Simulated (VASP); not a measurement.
Given:

```
CELL_PARAMETERS angstrom
      1.72017    -3.00374     0.00000
      1.72017     3.00374     0.00000
      0.00000     0.00000     5.42286
ATOMIC_POSITIONS crystal
  Lu 0.33333 0.66667 0.25000
  Lu 0.69280 0.35946 0.75000
```

All values below come from PBE GGA, VASP's PBE PAW potentials (set 64) (plane waves; VASP). Run with 400 eV cut-off, 11×11×6 Γ-centred mesh, second-order Methfessel-Paxton smearing of 0.30 eV, potentials Lu_3.

Q: Predict the energy per atom (σ→0), pressure, largest force, band gap (on the k-mesh) with the smallest direct gap where there is one.

A: 
```json
{
  "band gap (on the k-mesh)": "none (metal, semimetal or under 0.01 eV)",
  "energy per atom (σ→0)": "-4.440 eV/atom",
  "pressure": "2.46 GPa",
  "largest_force": "0.00274 Ha/bohr"
}
```

The absolute energy has meaning only against runs of the same code, potentials and settings.

The compound is Lu in the hcp structure. The cell was not relaxed at this level, atoms are displaced from their ideal sites. The run is one of a series of settings (ISMEAR = 2, SIGMA = 0.3 against the base run), some of them coarse on purpose.
